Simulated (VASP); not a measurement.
# Au (Gold): structure and properties in VASP, part 3 of 5

What structure and properties does PBEsol give Au (Gold), and how near are they to the measured ones? Left out of this account: at least 1 further run (phonons: it ended without a result to show). The start is a cell from a database of measured crystal structures.

VASP 6.6.1, plane waves and PAW; the level of theory is named at each step.

Still holding for the runs below: This run has no spin polarisation. Its electron count is odd, so without a moment it is a metal by construction.

So far. Step 3 (Density, ELF and potential (PBEsol)): In this run the pressure is 0.01 GPa, small enough to go on; single stress components reach 0.01 GPa. Step 4 (Band structure (PBEsol)): There is no gap at this level.

The database entry behind the starting cell differs from later determinations by our own check (about 0.15 % short), so it need not match the best structure at ambient conditions.

## 5. Total and projected DOS (PBEsol)

Level of this step: PBEsol; plane waves and PAW (Au) (VASP).

A density of states needs more k-points than a total energy, and tetrahedra (ISMEAR = -5) or a smearing that fits the mesh; LORBIT projects the states on the PAW spheres. The mesh is finer than in the run before.

File INCAR:

```
SYSTEM = Au
PREC = Accurate
ENCUT = 400
EDIFF = 1E-06
NELM = 100
ISMEAR = -5
SIGMA = 0.2
LREAL = .FALSE.
ALGO = Normal
GGA = PS
NBANDS = 16
LASPH = .TRUE.
LORBIT = 11
LWAVE = .FALSE.
LCHARG = .FALSE.
KPAR = 2
NEDOS = 2001
```

File POSCAR:

```
Au
1.0
    0.0000000000      2.0404236080      2.0404236080
    2.0404236080      0.0000000000      2.0404236080
    2.0404236080      2.0404236080      0.0000000000
Au
1
Direct
    0.0000000000      0.0000000000      0.0000000000
```

File KPOINTS:

```
Automatic mesh
0
Gamma
14 14 14
0 0 0
```

Potentials, in the order of the species: Au (PBE family, release 64).

Launch:

```bash
> mpirun -np 2 vasp_std
```

What it wrote:

```text
[... set-up lines as in an earlier step ...]
 entering main loop
       N       E                     dE             d eps       ncg     rms          rms(c)
DAV:   1     0.450144426526E+02    0.45014E+02   -0.43839E+03  3488   0.484E+02
DAV:   2    -0.353668622041E+01   -0.48551E+02   -0.45763E+02  4592   0.145E+02
DAV:   3    -0.426125478196E+01   -0.72457E+00   -0.72386E+00  4128   0.163E+01
DAV:   4    -0.426371139943E+01   -0.24566E-02   -0.24564E-02  4336   0.108E+00
DAV:   5    -0.426372776097E+01   -0.16362E-04   -0.16358E-04  4144   0.786E-02    0.967E+00
DAV:   6    -0.395001413412E+01    0.31371E+00   -0.72352E-01  4360   0.552E+00    0.596E+00
DAV:   7    -0.392716975638E+01    0.22844E-01   -0.65574E-02  4792   0.166E+00    0.288E+00
DAV:   8    -0.392417385385E+01    0.29959E-02   -0.16319E-03  3720   0.292E-01    0.335E-01
DAV:   9    -0.392415457677E+01    0.19277E-04   -0.13700E-05  4592   0.245E-02    0.128E-02
DAV:  10    -0.392415756800E+01   -0.29912E-05   -0.11179E-06  4016   0.606E-03    0.132E-03
DAV:  11    -0.392415760752E+01   -0.39522E-07   -0.73926E-08  2240   0.184E-03
   1 F= -.39241576E+01 E0= -.39241576E+01  d E =0.000000E+00
 -----------------------------------------------------------------------------
|                                                                             |
|           W    W    AA    RRRRR   N    N  II  N    N   GGGG   !!!           |
|           W    W   A  A   R    R  NN   N  II  NN   N  G    G  !!!           |
|           W    W  A    A  R    R  N N  N  II  N N  N  G       !!!           |
|           W WW W  AAAAAA  RRRRR   N  N N  II  N  N N  G  GGG   !            |
|           WW  WW  A    A  R   R   N   NN  II  N   NN  G    G                |
|           W    W  A    A  R    R  N    N  II  N    N   GGGG   !!!           |
|                                                                             |
|     Tetrahedron method does not include variations of the Fermi             |
|     occupations, so forces and stress will be inaccurate. We suggest        |
|     using a different smearing scheme ISMEAR = 1 or 2 for metals in         |
|     relaxations.                                                            |
|                                                                             |
 -----------------------------------------------------------------------------
```

Run time: 4.8 s. Hardware: 2 MPI ranks of Intel Xeon 6975P-C (Granite Rapids), shared host; peak memory 0.25 GiB; 8.6 s of CPU time.

From OUTCAR (step 5):

```text
   k-points           NKPTS =    104   k-points in BZ     NKDIM =    104   number of bands    NBANDS=     16

   NELECT =      11.0000    total number of electrons

 E-fermi :   9.3746

 k-point     1 :       0.0000    0.0000    0.0000
  band No.  band energies     occupation
    ...
      2       4.6328      2.00000
      3       4.6328      2.00000
      4       4.6328      2.00000
      5       6.1709      2.00000
      6       6.1709      2.00000
      7      23.8250      0.00000
      8      27.8371      0.00000
      9      27.8371      0.00000
     10      27.8371      0.00000
     11      32.7138      0.00000
    ...

  Total       -0.0025410     -0.0025410     -0.0025410     -0.0000000      0.0000000      0.0000000
  in kB       -0.2396202     -0.2396202     -0.2396202     -0.0000000      0.0000000      0.0000000
  external PRESSURE =      -0.2396202 kB  Pullay stress =       0.0000000 kB

 POSITION                                       TOTAL-FORCE (eV/Angst)
 -----------------------------------------------------------------------------------
      0.00000      0.00000      0.00000         0.000000      0.000000      0.000000
 -----------------------------------------------------------------------------------
    total drift:                                0.000000      0.000000      0.000000

  FREE ENERGIE OF THE ION-ELECTRON SYSTEM (eV)
  ---------------------------------------------------
  free  energy   TOTEN  =        -3.9241576075 eV

  energy  without entropy=       -3.9241576075  energy(sigma->0) =       -3.92415761

[... 6 parts as in an earlier step ...]

[... 10 further parts left out ...]
```

With tetrahedra the forces and stress of a metal are not exact derivatives of the energy.

Numbers from this step:

* irreducible k-points: 104
* free energy (TOTEN): -3.924 eV
* Fermi energy: 9.375 eV
* pressure: -0.02396 GPa
* DOS at the Fermi level, one point of the energy grid: 0.2837 states/eV/cell

The density of states has structure finer than the step of the table below, so its rows give means over 1 eV, whole bins alone (the curve runs from -12.0 to 7.91 eV). Peaks (eV: height): total -6.6: 1.89, -4.5: 3.77, -3.4: 2.18, -2.1: 3.10; Au d -6.5: 1.32, -4.5: 3.22, -3.4: 1.94, -2.1: 2.97; Au p -5.5: 0.0823, -4.5: 0.135, -3.9: 0.0798, 5.6: 0.124; Au s -6.9: 0.217, -4.5: 0.0645, 3.3: 0.149, 5.5: 0.117.

States under -12.0 eV and over 7.9 eV are left out. The density of states by energy, zero at the Fermi level; means over each step; values in states/eV/cell:

```csv
energy (eV),total,Au d,Au p,Au s
-11,0,0,0,0
-10,0.0160,6.0e-6,2.3e-4,0.00933
-9,0.0893,0.00199,0.00360,0.0486
-8,0.190,0.0238,0.0117,0.0853
-7,1.07,0.608,0.0349,0.183
-6,1.55,1.18,0.0508,0.0605
-5,2.14,1.75,0.0762,0.0315
-4,2.02,1.71,0.0726,0.0284
-3,1.79,1.62,0.0369,0.0169
-2,1.71,1.60,0.0216,0.0186
-1,0.287,0.183,0.0328,0.0303
0,0.288,0.142,0.0487,0.0410
1,0.287,0.112,0.0602,0.0494
2,0.270,0.0860,0.0556,0.0641
3,0.299,0.0797,0.0486,0.101
4,0.268,0.0652,0.0523,0.0830
5,0.357,0.0682,0.0954,0.0915
6,0.345,0.0588,0.0924,0.0942
7,0.278,0.0434,0.0817,0.0674
```

The finer mesh and the other smearing move the Fermi level by +0.14 eV from the 9×9×9 run, one measure of the sampling error in the zero of the bands above. Of the states within 0.3 eV of the Fermi level, the largest shares in the PAW spheres are Au d 49 %, Au p 17 % and Au s 15 %. The rest lies in smaller channels or between the spheres.

## 6. Volume scan with PBEsol, volume scale 0.94

An equation of state needs energies on both sides of the minimum, all on one mesh and cutoff.

File INCAR:

```
SYSTEM = Au
PREC = Accurate
ENCUT = 400
EDIFF = 1E-06
NELM = 100
ISMEAR = 1
SIGMA = 0.2
LREAL = .FALSE.
ALGO = Normal
GGA = PS
NBANDS = 11
LASPH = .TRUE.
LORBIT = 11
LWAVE = .FALSE.
LCHARG = .FALSE.
KPAR = 2
ISIF = 2
```

File POSCAR:

```
Au
1.0
    0.0000000000      1.9987706223      1.9987706223
    1.9987706223      0.0000000000      1.9987706223
    1.9987706223      1.9987706223      0.0000000000
Au
1
Direct
    0.0000000000      0.0000000000      0.0000000000
```

File KPOINTS:

```
Automatic mesh
0
Gamma
9 9 9
0 0 0
```

Launch:

```bash
> mpirun -np 2 vasp_std
```

What it wrote:

```text
[... set-up lines as in an earlier step ...]
 entering main loop
       N       E                     dE             d eps       ncg     rms          rms(c)
DAV:   1     0.326111896896E+02    0.32611E+02   -0.48386E+03   914   0.705E+02
DAV:   2    -0.388272490843E+01   -0.36494E+02   -0.34196E+02   866   0.162E+02
DAV:   3    -0.424233764198E+01   -0.35961E+00   -0.35950E+00   860   0.154E+01
DAV:   4    -0.424353305323E+01   -0.11954E-02   -0.11954E-02   875   0.102E+00
DAV:   5    -0.424354137480E+01   -0.83216E-05   -0.83217E-05   878   0.816E-02    0.117E+01
DAV:   6    -0.393918858255E+01    0.30435E+00   -0.80385E-01   830   0.771E+00    0.706E+00
DAV:   7    -0.391201942017E+01    0.27169E-01   -0.92324E-02   869   0.258E+00    0.304E+00
DAV:   8    -0.390865420601E+01    0.33652E-02   -0.31539E-03   833   0.551E-01    0.315E-01
DAV:   9    -0.390864095896E+01    0.13247E-04   -0.16082E-05   863   0.393E-02    0.109E-02
DAV:  10    -0.390864413724E+01   -0.31783E-05   -0.10937E-06   803   0.800E-03    0.109E-03
DAV:  11    -0.390864422314E+01   -0.85894E-07   -0.47537E-08   451   0.195E-03
   1 F= -.39086442E+01 E0= -.39089707E+01  d E =0.979350E-03
```

The job ended after 1.8 s (2 MPI ranks; peak memory 0.22 GiB; 2.6 s of CPU time).

Parts of OUTCAR (step 6):

```text
   ENCUT  =  400.0 eV  29.40 Ry    5.42 a.u.   4.61  4.61  4.61*2*pi/ulx,y,z

   NELECT =      11.0000    total number of electrons

 E-fermi :  10.1593

 k-point     1 :       0.0000    0.0000    0.0000
  band No.  band energies     occupation
    ...
      2       5.3648      2.00000
      3       5.3648      2.00000
      4       5.3648      2.00000
      5       7.0782      2.00000
      6       7.0782      2.00000
      7      24.7958      0.00000
      8      29.1626      0.00000
      9      29.1626      0.00000
     10      29.1626      0.00000
     11      34.2431      0.00000

  Total        1.3007923      1.3007923      1.3007923      0.0000000      0.0000000      0.0000000
  in kB      130.4967444    130.4967444    130.4967444      0.0000000      0.0000000      0.0000000
  external PRESSURE =     130.4967444 kB  Pullay stress =       0.0000000 kB

 POSITION                                       TOTAL-FORCE (eV/Angst)
 -----------------------------------------------------------------------------------
      0.00000      0.00000      0.00000         0.000000      0.000000      0.000000
 -----------------------------------------------------------------------------------
    total drift:                                0.000000     -0.000000     -0.000000

  FREE ENERGIE OF THE ION-ELECTRON SYSTEM (eV)
  ---------------------------------------------------
  free  energy   TOTEN  =        -3.9086442231 eV

  energy  without entropy=       -3.9096235727  energy(sigma->0) =       -3.90897067

[... 4 parts as in an earlier step ...]

[... 12 further parts left out ...]
```

The scan keeps the cell's shape and the fractional positions fixed.

This step gave:

```yaml
bands: 11
irreducible_k_points: 35
free_energy_toten: -3.909 eV
energy_at_zero_smearing: -3.909 eV
fermi_energy: 10.16 eV
pressure: 13.05 GPa
```

The pressure here is 13.05 GPa.

## 7. Volume scan with PBEsol, volume scale 0.96

INCAR is that of step 6.

File POSCAR:

```
Au
1.0
    0.0000000000      2.0128469355      2.0128469355
    2.0128469355      0.0000000000      2.0128469355
    2.0128469355      2.0128469355      0.0000000000
Au
1
Direct
    0.0000000000      0.0000000000      0.0000000000
```

KPOINTS is that of step 6.

Launch:

```bash
> mpirun -np 2 vasp_std
```

What it wrote:

```text
[... set-up lines as in an earlier step ...]
 entering main loop
       N       E                     dE             d eps       ncg     rms          rms(c)
DAV:   1     0.378115340340E+02    0.37812E+02   -0.49045E+03   850   0.711E+02
DAV:   2    -0.382974607635E+01   -0.41641E+02   -0.39008E+02   881   0.168E+02
DAV:   3    -0.426553416947E+01   -0.43579E+00   -0.43545E+00   875   0.167E+01
DAV:   4    -0.426692021459E+01   -0.13860E-02   -0.13860E-02   848   0.110E+00
DAV:   5    -0.426692994783E+01   -0.97332E-05   -0.97329E-05   890   0.874E-02    0.109E+01
DAV:   6    -0.395955713744E+01    0.30737E+00   -0.84018E-01   839   0.783E+00    0.667E+00
DAV:   7    -0.393447138335E+01    0.25086E-01   -0.83706E-02   869   0.244E+00    0.300E+00
DAV:   8    -0.393125174681E+01    0.32196E-02   -0.21674E-03   833   0.458E-01    0.286E-01
DAV:   9    -0.393124435410E+01    0.73927E-05   -0.87356E-06   869   0.271E-02    0.950E-03
DAV:  10    -0.393124721100E+01   -0.28569E-05   -0.99944E-07   821   0.808E-03    0.587E-04
DAV:  11    -0.393124727729E+01   -0.66290E-07   -0.30299E-08   454   0.152E-03
   1 F= -.39312473E+01 E0= -.39317050E+01  d E =0.137330E-02
```

Elapsed: 2 s, on 2 MPI ranks; peak memory 0.23 GiB.

OUTCAR, selected parts (step 7):

```text
   ENCUT  =  400.0 eV  29.40 Ry    5.42 a.u.   4.64  4.64  4.64*2*pi/ulx,y,z

   NELECT =      11.0000    total number of electrons

 E-fermi :   9.8078

 k-point     1 :       0.0000    0.0000    0.0000
  band No.  band energies     occupation
    ...
      2       5.1145      2.00000
      3       5.1145      2.00000
      4       5.1145      2.00000
      5       6.7662      2.00000
      6       6.7662      2.00000
      7      24.4623      0.00000
      8      28.7074      0.00000
      9      28.7074      0.00000
     10      28.7074      0.00000
     11      33.7166      0.00000

  Total        0.8286387      0.8286387      0.8286387      0.0000000      0.0000000     -0.0000000
  in kB       81.3979618     81.3979618     81.3979618      0.0000000      0.0000000     -0.0000000
  external PRESSURE =      81.3979618 kB  Pullay stress =       0.0000000 kB

  FREE ENERGIE OF THE ION-ELECTRON SYSTEM (eV)
  ---------------------------------------------------
  free  energy   TOTEN  =        -3.9312472773 eV

  energy  without entropy=       -3.9326205728  energy(sigma->0) =       -3.93170504

[... 6 parts as in an earlier step ...]

[... 11 further parts left out ...]
```

Numbers from this step:

```yaml
free_energy_toten: -3.931 eV
energy_at_zero_smearing: -3.932 eV
fermi_energy: 9.808 eV
pressure: 8.140 GPa
```

The pressure falls from 13.05 to 8.14 GPa.

The run ends at a pressure of 8.14 GPa.

## 8. Volume scan with PBEsol, volume scale 0.98

INCAR is that of step 7.

File POSCAR:

```
Au
1.0
    0.0000000000      2.0267290772      2.0267290772
    2.0267290772      0.0000000000      2.0267290772
    2.0267290772      2.0267290772      0.0000000000
Au
1
Direct
    0.0000000000      0.0000000000      0.0000000000
```

KPOINTS is that of step 7.

Launch:

```bash
> mpirun -np 2 vasp_std
```

What it wrote:

```text
[... set-up lines as in an earlier step ...]
 entering main loop
       N       E                     dE             d eps       ncg     rms          rms(c)
DAV:   1     0.334708335138E+02    0.33471E+02   -0.48285E+03   885   0.704E+02
DAV:   2    -0.386820863158E+01   -0.37339E+02   -0.34364E+02   866   0.159E+02
DAV:   3    -0.427853309408E+01   -0.41032E+00   -0.40978E+00   875   0.156E+01
DAV:   4    -0.427993150263E+01   -0.13984E-02   -0.13984E-02   863   0.105E+00
[...]
DAV:   9    -0.394409884304E+01    0.60129E-05   -0.17595E-05   866   0.343E-02    0.125E-02
DAV:  10    -0.394410140857E+01   -0.25655E-05   -0.12342E-06   863   0.936E-03    0.808E-04
DAV:  11    -0.394410147349E+01   -0.64916E-07   -0.35645E-08   457   0.160E-03
   1 F= -.39441015E+01 E0= -.39446397E+01  d E =0.161458E-02
```

Elapsed: 2 s, on 2 MPI ranks; peak memory 0.23 GiB.

OUTCAR, selected parts (step 8):

```text
  Total        0.3974310      0.3974310      0.3974310      0.0000000      0.0000000     -0.0000000
  in kB       38.2432856     38.2432856     38.2432856      0.0000000      0.0000000     -0.0000000
  external PRESSURE =      38.2432856 kB  Pullay stress =       0.0000000 kB

 POSITION                                       TOTAL-FORCE (eV/Angst)
 -----------------------------------------------------------------------------------
      0.00000      0.00000      0.00000         0.000000      0.000000      0.000000
 -----------------------------------------------------------------------------------
    total drift:                                0.000000     -0.000000      0.000000

  FREE ENERGIE OF THE ION-ELECTRON SYSTEM (eV)
  ---------------------------------------------------
  free  energy   TOTEN  =        -3.9441014735 eV

  energy  without entropy=       -3.9457160564  energy(sigma->0) =       -3.94463967

[... 1 part as in an earlier step ...]

[... 2 further parts left out ...]
[key lines of the parts left out:]
E-fermi :   9.4759
```

The pressure falls from 8.14 to 3.82 GPa.

The run ends at a pressure of 3.82 GPa.

## 9. Volume scan with PBEsol, volume scale 1

INCAR is that of step 8.

File POSCAR:

```
Au
1.0
    0.0000000000      2.0404236080      2.0404236080
    2.0404236080      0.0000000000      2.0404236080
    2.0404236080      2.0404236080      0.0000000000
Au
1
Direct
    0.0000000000      0.0000000000      0.0000000000
```

KPOINTS is that of step 8.

Launch:

```bash
> mpirun -np 2 vasp_std
```

What it wrote:

```text
[... set-up lines as in an earlier step ...]
 entering main loop
       N       E                     dE             d eps       ncg     rms          rms(c)
DAV:   1     0.347210617649E+02    0.34721E+02   -0.48491E+03   866   0.708E+02
DAV:   2    -0.384688091794E+01   -0.38568E+02   -0.36435E+02   896   0.162E+02
DAV:   3    -0.428254078353E+01   -0.43566E+00   -0.43593E+00   868   0.163E+01
DAV:   4    -0.428378099905E+01   -0.12402E-02   -0.12402E-02   866   0.103E+00
[...]
DAV:   9    -0.394834397035E+01    0.81729E-05   -0.47393E-05   866   0.556E-02    0.208E-02
DAV:  10    -0.394834607136E+01   -0.21010E-05   -0.13878E-06   854   0.112E-02    0.103E-03
DAV:  11    -0.394834611929E+01   -0.47928E-07   -0.63213E-08   436   0.204E-03
   1 F= -.39483461E+01 E0= -.39486916E+01  d E =0.103640E-02
```

Wall time 2 s (2 MPI ranks); peak memory 0.23 GiB; 3 s of CPU time.

Parts of OUTCAR (step 9):

```text
  Total        0.0011381      0.0011381      0.0011381     -0.0000000      0.0000000     -0.0000000
  in kB        0.1073284      0.1073284      0.1073284     -0.0000000      0.0000000     -0.0000000
  external PRESSURE =       0.1073284 kB  Pullay stress =       0.0000000 kB

 POSITION                                       TOTAL-FORCE (eV/Angst)
 -----------------------------------------------------------------------------------
      0.00000      0.00000      0.00000        -0.000000      0.000000      0.000000
 -----------------------------------------------------------------------------------
    total drift:                                0.000000     -0.000000      0.000000

  FREE ENERGIE OF THE ION-ELECTRON SYSTEM (eV)
  ---------------------------------------------------
  free  energy   TOTEN  =        -3.9483461193 eV

  energy  without entropy=       -3.9493825145  energy(sigma->0) =       -3.94869158

[... 2 parts as in an earlier step ...]

[... 1 further part left out ...]
[key lines of the parts left out:]
E-fermi :   9.2307
```

The pressure falls from 3.82 to 0.01 GPa.

The run ends at a pressure of 0.01 GPa.

## 10. Volume scan with PBEsol, volume scale 1.02

INCAR is that of step 9.

File POSCAR:

```
Au
1.0
    0.0000000000      2.0539367409      2.0539367409
    2.0539367409      0.0000000000      2.0539367409
    2.0539367409      2.0539367409      0.0000000000
Au
1
Direct
    0.0000000000      0.0000000000      0.0000000000
```

KPOINTS is that of step 9.

Launch:

```bash
> mpirun -np 2 vasp_std
```

What it wrote:

```text
[... set-up lines as in an earlier step ...]
 entering main loop
       N       E                     dE             d eps       ncg     rms          rms(c)
DAV:   1     0.381135546498E+02    0.38114E+02   -0.49340E+03   842   0.717E+02
DAV:   2    -0.378751217526E+01   -0.41901E+02   -0.39373E+02   878   0.168E+02
DAV:   3    -0.427799229728E+01   -0.49048E+00   -0.49025E+00   874   0.174E+01
DAV:   4    -0.427959684860E+01   -0.16046E-02   -0.16045E-02   863   0.119E+00
[...]
DAV:   9    -0.394492462211E+01    0.13516E-04   -0.10105E-04   860   0.815E-02    0.245E-02
DAV:  10    -0.394492601284E+01   -0.13907E-05   -0.35273E-06   848   0.165E-02    0.323E-03
DAV:  11    -0.394492609031E+01   -0.77473E-07   -0.40710E-08   442   0.159E-03
   1 F= -.39449261E+01 E0= -.39449905E+01  d E =0.193269E-03
```

It took 2 s on 2 MPI ranks; peak memory 0.23 GiB; 3 s of CPU time.

OUTCAR, selected parts (step 10):

```text
  Total       -0.3611444     -0.3611444     -0.3611444      0.0000000      0.0000000      0.0000000
  in kB      -33.3887554    -33.3887554    -33.3887554      0.0000000      0.0000000      0.0000000
  external PRESSURE =     -33.3887554 kB  Pullay stress =       0.0000000 kB

  FREE ENERGIE OF THE ION-ELECTRON SYSTEM (eV)
  ---------------------------------------------------
  free  energy   TOTEN  =        -3.9449260903 eV

  energy  without entropy=       -3.9451193592  energy(sigma->0) =       -3.94499051

[... 2 parts as in an earlier step ...]

[... 2 further parts left out ...]
[key lines of the parts left out:]
E-fermi :   8.9991
```

The pressure falls from 0.01 to -3.34 GPa.

The run ends at a pressure of -3.34 GPa.

(Continued in part 4 of 5.)

[Lines on the potential files, build, host, timing and source positions are cut from VASP's logs without a mark.]

[Logs are printed without paths, hosts, clocks, repeated set-up lines and the standing remarks that a program may print on its own settings, such as how far it seeks lower states.]

[Hosts, paths, dates, database ids (printed as entryN), source tags and the programs' standing remarks are cut or masked in the printed files.]

[A measured line is paired with the nearest computed mode of its activity, which favours agreement.]

[In band tables of VASP the shares of atoms and orbitals are scaled to a sum of 1 inside the atoms' spheres.]
